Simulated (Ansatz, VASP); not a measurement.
# Ir: VASP beside Ansatz

Aim: how closely do two programs agree when they are given the same cell, functional and k mesh? The structure shown is the end of the Ansatz relaxation below.

Method: plane waves, with VASP 6.6.1 beside it; single point at PBEsol, in Ansatz 0.2.0.

### Step 1. The starting structure

It takes space group I4/mmm (No. 139, tetragonal). Conventional cell: a = 2.682 Å, b = 2.682 Å, c = 3.860 Å, α = 90.00°, β = 90.00°, γ = 90.00°. Nearest to Ir lie 12 Ir at 2.68 to 2.71 Å.

### Step 2. Ansatz: relaxation, PBEsol

Ansatz runs on its PAW soft_1 files.

This run makes the geometry at which the two programs are then compared.

Contents of input.yaml:

```yaml
crystal:
  lattice:
    - [2.68158033, 0.0, 0.0]
    - [0.0, 2.68158033, 0.0]
    - [0.0, 0.0, 3.853617804]
  atoms:
    - { symbol: Ir, position: [0.0, 0.0, 0.0] }
    - { symbol: Ir, position: [0.5, 0.5, 0.5] }
kpoints:
  mp_grid: { grid: [16, 16, 11] }
scf:
  occupations: { method: fermi_dirac, width: 0.05 }
hamiltonian:
  xc: pbesol
  pseudopotentials: { kind: paw, azcp: { folder: soft_1 }, xc_functional: pbe }
basis:
  ecutwfc: 600
output:
  forces: true
  stress: true
relax:
  f_tol: 0.005
  max_steps: 70
  cell: { stress_tol: 0.02, p_target: 0, fix: [a, b, alpha, beta, gamma] }
```

Run with:

```
ansatz run input.yaml --threads 4 --pin off --max-ram 10240MiB --backend cpu --events-out ev --progress --plain --runs-dir out
```

Numbers of over 12 decimals in the logs are rounded to 6 here.

The program printed:

```text
Engine: ansatz 0.2.0, aarch64-unknown-linux-gnu
Pseudopotentials: kind: paw
Pseudopotential: Ir, paw, valence charge 17, recommended cutoff 420 eV (normal), soft_1/Ir.paw.azcp
Functional definition: PBEsol
  exchange = pbesol_x
  correlation = pbesol_c
Crystal: 2 atoms, lattice volume = 27.711 Å³
Basis set: ecut = 600 eV, 919 PW (Γ), exchange–correlation on 48×48×64 points (8 copies of the dense FFT grid, shifted against one another)
Bands: 21, of which v1, the nominal top of the filled ones, is band 17 counted from 1 (16 counted from 0)
Symmetry: 32 space group operations
Space group: I4/mmm (ITA 139), of the structure as read, at distance tolerance 3.0e-5 Å
k-points: 270 of 2816
Non-local potential: Ir, projectors of the file, l = 0: 3, l = 1: 2, l = 2: 2, l = 3: 1
PAW form: soft (Blöchl's): semilocal exchange-correlation on the pseudo side does not see the compensation charge
PAW frozen core: Ir, regenerated for the run's functional, and the local potential with it (the file was generated under x = pbe(κ = 0.804, μ = 0.219515), c = pbe(β = 0.066725))
PAW one-centre angular grid: Ir, 590 points (default); XC on 64 Gauss nodes
Initial density: superposition of atomic densities (chi_scale 0.1, normalization cell)
Initial wavefunctions: pseudopotential atomic-orbital guess
Functional: x = pbesol(κ = 0.804, μ = 0.123457), c = pbesol(β = 0.046)
SCF iter   1: F=—  HF=-23601.089145 eV  |F-HF|=—  |Δ(HF+E_count)|=         —  Δρ=5.31e-2  dr2=5.82e-1  ethr=3.10e-3  ⟨swp⟩=5.2  Hψ=22968  notcnv=0
preconditioner: auto → none  [metal: Δε(μ)=0.008 eV  Ē_g=8.365 eV  σ=0.050 eV  W_gap=0.04  n_scr=6 (ndim 8)  ℏωp=29.9 eV  f_vac=0.000  D(μ)=1.85/eV (n_scr^D=20)  sad-step TF]
SCF iter   2: F=—  HF=-23600.944674 eV  |F-HF|=—  |Δ(HF+E_count)|=   1.44e-1  Δρ=3.00e-2  dr2=1.87e-1  ethr=1.71e-3  ⟨swp⟩=2.0  Hψ=8787  notcnv=0  defer=12
SCF iter   3: F=—  HF=-23600.880277 eV  |F-HF|=—  |Δ(HF+E_count)|=   6.44e-2  Δρ=1.85e-3  dr2=3.25e-4  ethr=5.49e-4  ⟨swp⟩=2.0  Hψ=9038  notcnv=0  defer=12
SCF iter   4: F=—  HF=-23600.880564 eV  |F-HF|=—  |Δ(HF+E_count)|=   2.87e-4  Δρ=1.54e-4  dr2=3.85e-6  ethr=9.55e-7  ⟨swp⟩=2.2  Hψ=9357  notcnv=0  defer=12
SCF iter   5: F=—  HF=-23600.880554 eV  |F-HF|=—  |Δ(HF+E_count)|=   9.78e-6  Δρ=2.24e-5  dr2=4.23e-8  ethr=1.13e-8  ⟨swp⟩=2.4  Hψ=9271  notcnv=0  defer=12
SCF iter   6: F=-23600.880554 eV  HF=-23600.880554 eV  |F-HF|=1.41e-9  |Δ(HF+E_count)|=   3.15e-9  Δρ=3.63e-6  dr2=1.96e-9  ethr=1.25e-10  ⟨swp⟩=2.2  Hψ=20144  notcnv=0
SCF 1 converged in 6 iterations: F = -23600.880554 eV  dr2 = 1.96e-9
  greatest PAW one-centre occupation: 1.000 electrons in one spin orbital (limit 2), on the Ir atom at site 1 (counted from 0), in its partial waves of l = 0
relax step   1: F+E_penalty+E_count = -23600.88055384 eV  Δ(F+E_penalty+E_count) = +0.000e0 eV  max|allowed force component| = 1.381e-29 eV/Å  Δτ_max = 0.0000 Å  P = +5.621 GPa  Ω = 27.711 Å³  fix = [a, b, alpha, beta, gamma]  reactions: a +7.859, b +7.859 GPa  (6 SCF iters, dr2 threshold 1.00e-7 eV, accepted)
[...]
relax step   2: F+E_penalty+E_count = -23600.88029720 eV  Δ(F+E_penalty+E_count) = +2.566e-4 eV  max|allowed force component| = 2.367e-30 eV/Å  Δτ_max = 0.0000 Å  P = +3.850 GPa  Ω = 27.834 Å³  energy of the carried Pulay correction = -8.031e-6 eV  fix = [a, b, alpha, beta, gamma]  (6 SCF iters, dr2 threshold 2.00e-7 eV, rejected (line search))
[...]
relax step   3: F+E_penalty+E_count = -23600.88072048 eV  Δ(F+E_penalty+E_count) = -1.666e-4 eV  max|allowed force component| = 8.702e-30 eV/Å  Δτ_max = 0.0000 Å  P = +4.920 GPa  Ω = 27.759 Å³  energy of the carried Pulay correction = -3.150e-6 eV  fix = [a, b, alpha, beta, gamma]  reactions: a +7.386, b +7.386 GPa  (6 SCF iters, accepted)
[...]
relax step   4: F+E_penalty+E_count = -23600.88072347 eV  Δ(F+E_penalty+E_count) = -2.981e-6 eV  max|allowed force component| = 4.462e-30 eV/Å  Δτ_max = 0.0000 Å  P = +4.920 GPa  Ω = 27.759 Å³  fix = [a, b, alpha, beta, gamma]  reactions: a +7.386, b +7.386 GPa  stress off target by 1.11e-2 GPa on what of the cell is left free  SCF on the basis re-selected at this cell (its energy is not comparable with the rows above)  (8 SCF iters)
basis re-selected at this cell: Δ(F+E_penalty+E_count) = -2.981e-6 eV, ΔP = -0.000 GPa vs the last step (what re-selecting the basis moved, of the pressure what is left beyond the Pulay correction that the steps carried, after the strain that the cell walked since its last selection, with what the two solves' SCF thresholds leave and, on support functions, any second-order correction that the steps lacked; it is no m [...]
SCF converged after 8 iterations
Free energy (F): -23600.880723 eV
Harris-Foulkes:  -23600.880723 eV  (|F-HF|=0.00e0)
Internal energy: -23600.865020 eV  (E = F + TS)
E sigma→0 (E₀):  -23600.872872 eV
Entropy (-TS):   -0.015704 eV (-7.852 meV/atom)
Fermi energy:    26.248102 eV
--- Per-component energies (eV) ---
  E_band       = -153.763255
  E_kinetic    = 1082.161271
  E_local      = -2156.047409  (includes V_loc(G=0)·N_el)
  E_nonlocal   = 386.129890
  E_hartree    = 806.982366
  E_xc         = -459.199696
  E_vxc        = -514.254898  (∫ρ·V_xc dr)
  E_paw        = -18259.973423  (= ΣΔE_a)
  E_vpaw       = -565.717074  (= ΣTr[D̂ρ^β])
  E_aug_tail   = 0.000234  (compensation charges beyond the density's cutoff)
  E_ewald      = -5001.448948
  E_core_change = 0.530696  (= ΣΔE_core)
  E_smearing   = -0.015704  (= −TS)
  E_closure    = 0.000000  (closes the sum)
  Σ components = -23600.880723   (vs F -23600.880723, Δ=0.00e0)
--- Forces (eV/Å), atoms counted from 1 ---
  atom   1  Ir     0.00000000     0.00000000     0.00000000
  atom   2  Ir     0.00000000    -0.00000000     0.00000000
  max |Σ_I F_I| component: 2.21e-29 eV/Å
--- Stress (GPa, compression-positive) ---
        7.386263       0.000000       0.000000
        0.000000       7.386263       0.000000
        0.000000       0.000000      -0.011119
  P = ⅓ Tr σ = 4.9205 GPa (49.205 kbar)
--- Relaxed structure (3 steps of the walk, 2 accepted, 1 SCFs on fresh bases) ---
  F+E_penalty+E_count = -23600.88072347 eV   max|allowed force component| = 4.462e-30 eV/Å   (the final SCF, on the basis selected at the relaxed cell)
  cell:  # Å, volume = 27.7590 Å³
    - [2.68158033, 0, 0]
    - [0, 2.68158033, 0]
    - [0, 0, 3.860305]
  atoms:
    - { symbol: Ir, position: [0.0, 0.0, 0.0] }
    - { symbol: Ir, position: [0.5, 0.5, 0.500000] }
```

The column dr2 measures how far the density is from self-consistency, as an energy; F and HF (Harris–Foulkes) agree once it is small.

### Step 3. VASP: single point, PBEsol, pair 1

The same cell, functional, mesh and smearing now go to VASP, with its own data sets.

Lines of VASP's logs that name or quote its potential files are left out, and so is its time.

Contents of INCAR:

```
SYSTEM = Ir
PREC = Accurate
ENCUT = 500
EDIFF = 1E-06
NELM = 120
ISMEAR = -1
SIGMA = 0.05
LREAL = .FALSE.
ALGO = Normal
GGA = PS
NBANDS = 15
LASPH = .TRUE.
LORBIT = 11
LWAVE = .FALSE.
LCHARG = .FALSE.
ISIF = 2
GGA_COMPAT = .FALSE.
KPAR = 2
```

Contents of POSCAR:

```
Ir
1.0
    2.6815803300      0.0000000000      0.0000000000
    0.0000000000      2.6815803300      0.0000000000
    0.0000000000      0.0000000000      3.8603047420
Ir
2
Direct
    0.0000000000      0.0000000000      0.0000000000
    0.5000000000      0.5000000000      0.5000000000
```

Contents of KPOINTS:

```
Automatic mesh
0
Gamma
16 16 11
0 0 0
```

The projector-augmented-wave data sets are Ir (PBE family, release 64).

Run with:

```
mpirun -np 2 vasp_std
```

The program printed:

```text
[banner, memory and clock lines left out]
running    2 mpi-ranks, on    1 nodes
 distrk:  each k-point on    1 cores,    2 groups
 distr:  one band on    1 cores,    1 groups

 POSCAR found type information on POSCAR Ir
 POSCAR found :  1 types and       2 ions
|                                                                             |
|               ----> ADVICE to this user running VASP <----                  |
|                                                                             |
|     You enforced a specific xc type in the INCAR file but a different       |
|     [... a line on the potential file left out ...]
|     I HOPE YOU KNOW WHAT YOU ARE DOING!                                     |
|                                                                             |

 LDA part: xc-table for (Slater+PW92), standard interpolation
 POSCAR, INCAR and KPOINTS ok, starting setup
 FFT: planning ... GRIDC
 FFT: planning ... GRID_SOFT
 FFT: planning ... GRID
 WAVECAR not read
 entering main loop
       N       E                     dE             d eps       ncg     rms          rms(c)
DAV:   1     0.145722773205E+03    0.14572E+03   -0.81107E+03  8172   0.116E+03
DAV:   2    -0.167493008949E+02   -0.16247E+03   -0.14795E+03  8100   0.328E+02
DAV:   3    -0.208247626606E+02   -0.40755E+01   -0.39986E+01 10655   0.618E+01
DAV:   4    -0.208694226083E+02   -0.44660E-01   -0.44590E-01  9402   0.562E+00
DAV:   5    -0.208706010705E+02   -0.11785E-02   -0.11784E-02 10992   0.938E-01    0.235E+01
DAV:   6    -0.198351606975E+02    0.10354E+01   -0.13633E+00 10186   0.153E+01    0.942E+00
DAV:   7    -0.196399778915E+02    0.19518E+00   -0.42126E-01 10837   0.798E+00    0.203E+00
DAV:   8    -0.196345559190E+02    0.54220E-02   -0.44067E-03  9094   0.587E-01    0.153E+00
DAV:   9    -0.196257256978E+02    0.88302E-02   -0.58530E-03  9752   0.103E+00    0.274E-02
DAV:  10    -0.196257206114E+02    0.50864E-05   -0.34806E-05 12673   0.598E-02    0.210E-02
DAV:  11    -0.196257200427E+02    0.56868E-06   -0.66126E-06 10102   0.279E-02
   1 F= -.19625720E+02 E0= -.19617826E+02  d E =-.157883E-01
```

Parts of OUTCAR (step 3):

```text
ion  position               nearest neighbor table
   1  0.000  0.000  0.000-   2 2.71   2 2.71   2 2.71   2 2.71   2 2.71   2 2.71   2 2.71   2 2.71

  LATTYP: Found a simple tetragonal cell.
 ALAT       =     2.6815803300
 C/A-ratio  =     1.4395633421

 Subroutine GETGRP returns: Found 16 space group operations
 (whereof 16 operations were pure point group operations)

The static configuration has the point symmetry D_4h.

 Found    270 irreducible k-points:

   k-points           NKPTS =    270   k-points in BZ     NKDIM =    270   number of bands    NBANDS=     15

   dimension x,y,z NGX =    20 NGY =   20 NGZ =   28
   dimension x,y,z NGXF=    40 NGYF=   40 NGZF=   56

   ENCUT  =  500.0 eV  36.75 Ry    6.06 a.u.   4.89  4.89  7.04*2*pi/ulx,y,z

   NELECT =      18.0000    total number of electrons

 k-points in reciprocal lattice and weights: Automatic mesh
   0.00000000  0.00000000  0.00000000       0.000
   0.06250000  0.00000000  0.00000000       0.001
   0.12500000  0.00000000  0.00000000       0.001
   0.18750000  0.00000000  0.00000000       0.001
   0.25000000  0.00000000  0.00000000       0.001
   0.31250000  0.00000000  0.00000000       0.001
   0.37500000  0.00000000  0.00000000       0.001
   0.43750000  0.00000000  0.00000000       0.001
   0.50000000  0.00000000  0.00000000       0.001
[...]
0.50000000  0.43750000  0.45454545       0.003
   0.50000000  0.50000000  0.45454545       0.001

 average (electrostatic) potential at core
       1 -48.3155       2 -48.3155

 E-fermi :  10.5750

 k-point     1 :       0.0000    0.0000    0.0000
  band No.  band energies     occupation
    ...
      4       6.4039      2.00000
      5       6.6455      2.00000
      6       6.6455      2.00000
      7       9.1983      2.00000
      8       9.5208      2.00000
      9      11.5211      0.00000
     10      11.9747      0.00000
     11      12.1003      0.00000
     12      12.1003      0.00000
     13      20.9832      0.00000
    ...

 k-point     2 :       0.0625    0.0000    0.0000
  band No.  band energies     occupation
    ...
      4       6.4730      2.00000
      5       6.5670      2.00000
      6       6.6922      2.00000
      7       9.2050      2.00000
      8       9.4447      2.00000
      9      10.7012      0.14821
     10      11.3541      0.00000
     11      12.0431      0.00000
     12      13.4767      0.00000
     13      20.5055      0.00000
    ...

 k-point     3 :       0.1250    0.0000    0.0000
  band No.  band energies     occupation
    ...
      5       6.6569      2.00000
      6       6.8311      2.00000
      7       9.2356      2.00000
      8       9.2465      2.00000
      9       9.4858      2.00000
     10      10.9118      0.00237
     11      11.8738      0.00000
     12      15.0003      0.00000
     13      19.4496      0.00000
     14      22.5979      0.00000
    ...

  Total        1.4833953      1.4833953      0.2050403      0.0000000      0.0000000      0.0000000
  in kB       85.6178424     85.6178424     11.8344123      0.0000000      0.0000000      0.0000000
  external PRESSURE =      61.0233657 kB  Pullay stress =       0.0000000 kB

  energy-cutoff  :      500.00
  volume of cell :       27.76
      direct lattice vectors                 reciprocal lattice vectors
     2.681580330  0.000000000  0.000000000     0.372914430  0.000000000  0.000000000
     0.000000000  2.681580330  0.000000000     0.000000000  0.372914430  0.000000000
     0.000000000  0.000000000  3.860304742     0.000000000  0.000000000  0.259046906

 POSITION                                       TOTAL-FORCE (eV/Angst)
 -----------------------------------------------------------------------------------
      0.00000      0.00000      0.00000         0.000000      0.000000      0.000000
      1.34079      1.34079      1.93015        -0.000000     -0.000000     -0.000000
 -----------------------------------------------------------------------------------
    total drift:                               -0.000000      0.000000      0.000000

  FREE ENERGIE OF THE ION-ELECTRON SYSTEM (eV)
  ---------------------------------------------------
  free  energy   TOTEN  =       -19.6257200427 eV

  energy  without entropy=      -19.6099317677  energy(sigma->0) =      -19.61782591

 total charge
# of ion       s       p       d       tot
------------------------------------------
    1        0.683   0.767   7.004   8.454
    2        0.683   0.767   7.004   8.454
--------------------------------------------------
tot          1.366   1.534  14.008  16.907

[... 3 further parts left out ...]
```

The run ends at a pressure of 6.10 GPa.

### Step 4. Comparison

Known differences besides the potentials themselves: the data sets hold 34 valence electrons in Ansatz (on its PAW soft_1 files) and 18 in VASP; the cutoff is 600 eV in Ansatz and 500 eV in VASP; Ansatz makes its cores anew for this functional, VASP keeps those of its PBE data sets; Ansatz's pressure holds a Pulay correction, VASP's none. Total energies have different zeros and are not compared.

Compared:

| quantity | Ansatz | VASP | difference |
| --- | --- | --- | --- |
| pressure (GPa) | 4.92 | 6.10 | -1.18 |

### Step 5. Ansatz: relaxation, PBEsol

This run makes the geometry at which the two programs are then compared. The cell compared in this pair holds 28.10 Å³, against 27.76 Å³ for the pair before.

The structure compared here is the end of the Ansatz relaxation.

input.yaml: that of step 2 with these lines changed.

```diff
@@ -2,5 +2,5 @@
   lattice:
-    - [2.68158033, 0.0, 0.0]
-    - [0.0, 2.68158033, 0.0]
-    - [0.0, 0.0, 3.853617804]
+    - [2.708667, 0.0, 0.0]
+    - [0.0, 2.708667, 0.0]
+    - [0.0, 0.0, 3.830634]
   atoms:
```

Run with:

```
ansatz run input.yaml --threads 4 --pin off --max-ram 10240MiB --backend cpu --events-out ev --progress --plain --runs-dir out
```

The program printed:

```text
[...]
Crystal: 2 atoms, lattice volume = 28.105 Å³
Basis set: ecut = 600 eV, 927 PW (Γ), exchange–correlation on 48×48×64 points (8 copies of the dense FFT grid, shifted against one another)
Bands: 21, of which v1, the nominal top of the filled ones, is band 17 counted from 1 (16 counted from 0)
Symmetry: 32 space group operations
[...]
k-points: 270 of 2816
[...]
0.000000       0.018270       0.000000
        0.000000       0.000000      -0.000268
  P = ⅓ Tr σ = 0.0121 GPa (0.121 kbar)
--- Relaxed structure (3 steps of the walk, 2 accepted, 1 SCFs on fresh bases) ---
[...]
cell:  # Å, volume = 28.0968 Å³
    - [2.708667, 0, 0.0]
    - [0, 2.708667, 0.0]
    - [0.0, 0.0, 3.829534]
  atoms:
    - { symbol: Ir, position: [0.0, 0.0, 0.0] }
    - { symbol: Ir, position: [0.500000, 0.500000, 0.500000] }
[key lines of the parts left out:]
SCF converged after 7 iterations
Free energy (F): -23600.893458 eV
Fermi energy:    25.851780 eV
```

### Step 6. VASP: single point, PBEsol, pair 2

The same cell, functional, mesh and smearing now go to VASP, with its own data sets.

INCAR is that of step 3.

Contents of POSCAR:

```
Ir
1.0
    2.7086670000      0.0000000000      0.0000000000
    0.0000000000      2.7086670000      0.0000000000
    0.0000000000      0.0000000000      3.8295337220
Ir
2
Direct
    0.0000000000      0.0000000000      0.0000000000
    0.5000000000      0.5000000000      0.5000000000
```

KPOINTS is that of step 3.

Run with:

```
mpirun -np 2 vasp_std
```

The program printed:

```text
[banner, memory and clock lines left out]
running    2 mpi-ranks, on    1 nodes
[...]
[... a notice as in an earlier step ...]

 LDA part: xc-table for (Slater+PW92), standard interpolation
 POSCAR, INCAR and KPOINTS ok, starting setup
[...]
entering main loop
       N       E                     dE             d eps       ncg     rms          rms(c)
DAV:   1     0.146529234678E+03    0.14653E+03   -0.81486E+03  8140   0.115E+03
DAV:   2    -0.166984051489E+02   -0.16323E+03   -0.14879E+03  8107   0.328E+02
DAV:   3    -0.208537720431E+02   -0.41554E+01   -0.40710E+01 10767   0.622E+01
DAV:   4    -0.209002728897E+02   -0.46501E-01   -0.46477E-01  9132   0.570E+00
[...]
DAV:   9    -0.196409575874E+02    0.89976E-02   -0.57917E-03  9773   0.103E+00    0.274E-02
DAV:  10    -0.196409536348E+02    0.39525E-05   -0.34893E-05 12820   0.595E-02    0.202E-02
DAV:  11    -0.196409530934E+02    0.54138E-06   -0.62923E-06 10193   0.270E-02
   1 F= -.19640953E+02 E0= -.19632872E+02  d E =-.161622E-01
```

Parts of OUTCAR (step 6):

```text
  Total        0.1927251      0.1927251      0.1897343      0.0000000      0.0000000      0.0000000
  in kB       10.9898491     10.9898491     10.8193019      0.0000000      0.0000000      0.0000000
  external PRESSURE =      10.9330000 kB  Pullay stress =       0.0000000 kB

 POSITION                                       TOTAL-FORCE (eV/Angst)
 -----------------------------------------------------------------------------------
      0.00000      0.00000      0.00000        -0.000000     -0.000000     -0.000000
      1.35433      1.35433      1.91477         0.000000      0.000000      0.000000
 -----------------------------------------------------------------------------------
    total drift:                               -0.000000      0.000000      0.000000

  FREE ENERGIE OF THE ION-ELECTRON SYSTEM (eV)
  ---------------------------------------------------
  free  energy   TOTEN  =       -19.6409530934 eV

  energy  without entropy=      -19.6247909320  energy(sigma->0) =      -19.63287201

[... 1 part as in an earlier step ...]

[... 2 further parts left out ...]
[key lines of the parts left out:]
E-fermi :  10.3615
```

The run ends at a pressure of 1.09 GPa.

(Part 1 of 2 ends here.)

[Lines on the potential files, build, host, timing and source positions are cut from VASP's logs without a mark.]

[Logs are printed without paths, hosts, clocks, repeated set-up lines and the standing remarks that a program may print on its own settings, such as how far it seeks lower states.]

[Hosts, paths, dates, database ids (printed as entryN), source tags and the programs' standing remarks are cut or masked in the printed files.]
